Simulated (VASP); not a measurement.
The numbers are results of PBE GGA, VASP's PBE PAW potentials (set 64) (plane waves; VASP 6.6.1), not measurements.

VASP input:

File KPOINTS:
```
Automatic mesh
0
Gamma
15 15 8
0 0 0
```

### POSCAR
```
Co
8.30280
  0.1541769042  -0.2670422026   0.0000000000
  0.1541769042   0.2670422026   0.0000000000
  0.0000000000   0.0000000000   0.5000000000
Co
2
direct
  0.3333330000   0.6666670000   0.2500000000
  0.6666670000   0.3333330000   0.7500000000
```

INCAR:
```
LASPH = T
NELM = 100   ! most electronic steps
GGA = PE   ! PBE
ISMEAR = 1   ! Methfessel-Paxton
SIGMA = 0.1   ! width (eV)
ISPIN = 2   ! spin-polarised
BMIX = 1.0
ENCUT = 400
ALGO = Normal   ! blocked Davidson
PREC = Accurate
AMIX = 0.1
SYSTEM = Co
LORBIT = 10
ISIF = 2
EDIFF = 1E-6   ! SCF stop (eV)
IMIX = 4
LCHARG = F
LMAXMIX = 4
LWAVE = F
LREAL = F
MAGMOM = 2*1.8
```

POTCAR, in this order: Co (PBE.64 set). Program: vasp_std.

Problem. Predict the energy per atom (σ→0), cell moment, pressure, band gap (on the k-mesh).

Solution. 
```json
{
 "energy per atom (σ→0)": "-6.990 eV/atom",
 "cell_moment": "3.31 μB",
 "band gap (on the k-mesh)": "none (metal, semimetal or under 0.01 eV)",
 "pressure": "-15.33 GPa"
}
```

### OSZICAR
```
...
DAV:  17    -0.139782065179E+02   -0.31834E-02   -0.50893E-04  9133   0.392E-01    0.615E-01
DAV:  18    -0.139802905537E+02   -0.20840E-02   -0.84154E-04  9795   0.506E-01    0.253E-01
DAV:  19    -0.139806608562E+02   -0.37030E-03   -0.16765E-04 10033   0.206E-01    0.126E-01
DAV:  20    -0.139807670205E+02   -0.10616E-03   -0.32066E-05  8793   0.768E-02    0.585E-02
DAV:  21    -0.139807924384E+02   -0.25418E-04   -0.97173E-06  9965   0.526E-02    0.179E-02
DAV:  22    -0.139807952090E+02   -0.27706E-05   -0.11033E-06  4947   0.182E-02    0.626E-03
DAV:  23    -0.139807956367E+02   -0.42770E-06   -0.43456E-07  4274   0.633E-03
   1 F= -.13980796E+02 E0= -.13980809E+02  d E =0.414225E-04  mag=     3.3062
```

The compound is Co in the hcp structure. The cell was not relaxed at this level. The run is one of a series of settings (AMIX = 0.1, BMIX = 1.0, IMIX = 4 against the base run), some of them coarse on purpose.
